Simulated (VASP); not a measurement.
A run of VASP 6.6.1 is set up as follows.

The input INCAR:

```
ALGO = Normal ; EDIFF = 1E-7
ENCUT = 520 ; GGA = CA
ISIF = 2 ; ISMEAR = 0
LASPH = True ; LCHARG = False
LREAL = False ; LWAVE = False
NBANDS = 23 ; NELM = 100
PREC = Accurate ; SIGMA = 0.01
```

File KPOINTS:

```
k-points
0
Gamma
  7 7 7
```

The input POSCAR:

```
SrHfN2
1.0
    6.2310740000      0.0000000000      0.0000000000
    5.3269271661      3.2326661072      0.0000000000
    5.3269271661      1.4898922969      2.8688588505
Sr Hf N
1 1 2
Direct
    0.0000000000      0.0000000000      0.0000000000
    0.5000000000      0.5000000000      0.5000000000
    0.2326320000      0.2326320000      0.2326320000
    0.7673680000      0.7673680000      0.7673680000
```

Potentials or basis: VASP PAW LDA potentials, release 64 (Sr_sv, Hf_pv, N).

Run with:

```console
$ cat potpaw_LDA.64/Sr_sv/POTCAR potpaw_LDA.64/Hf_pv/POTCAR potpaw_LDA.64/N/POTCAR > POTCAR
$ mpirun -np 1 vasp_std > vasp.out
```

(1) Estimate the pressure.

(2) Predict the band gap on the k mesh.

(3) Estimate the largest force.

## Answers

(1) -9.4 GPa.

(2) 0.29 eV, indirect (least direct gap 0.86 eV).

(3) 0.235 eV/Å.

Caveat: spin-orbit coupling is left out, which moves the levels of the heavy elements; an odd mesh through Γ misses points on the zone boundary, where band edges often lie.
